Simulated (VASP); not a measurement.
Consider the following.

```xyz
4
Lattice="-2.0028 2.0028 4.0140 2.0028 -2.0028 4.0140 2.0028 2.0028 -4.0140" Properties=species:S:1:pos:R:3 pbc="T T T"
Li     0.0000     0.0000     0.0000
Al     0.0000     2.0028     2.0070
Al     2.0028     0.0000     2.0070
Al     0.0000     0.0000     4.0140
```

All values below come from PBEsol GGA, VASP's PBE PAW potentials (set 64) (plane waves; VASP 6.6.1). Run with 520 eV cut-off, Gaussian smearing of 0.050 eV, potentials Li_sv Al.

Problem. Give the energies of bands 2 to 9 at the high-symmetry points, in eV from the Fermi level.

Solution. 
```tsv
band	Γ	X	P	N	M	S	R
2	-9.96	-5.84	-5.68	-7.74	-8.40	-7.13	-5.87
3	-2.10	-5.71	-5.28	-6.77	-7.09	-7.00	-5.84
4	-0.41	-4.00	-5.28	-2.91	-1.96	-5.25	-5.55
5	-0.23	-3.83	-4.15	-2.53	-1.96	-0.79	-3.81
6	-0.23	-3.37	-0.86	0.40	-0.70	0.92	-1.45
7	0.61	-1.17	-0.86	0.96	0.87	1.34	0.16
8	0.61	2.22	-0.49	1.96	6.30	3.03	2.49
9	1.28	2.54	1.18	3.41	6.36	3.33	2.83
```

It has no gap at this level: it comes out as a metal or semimetal.

The structure comes from a computed database's LiAl3 entry (I4/mmm); how it stands against other phases isn't given here. It was relaxed first.
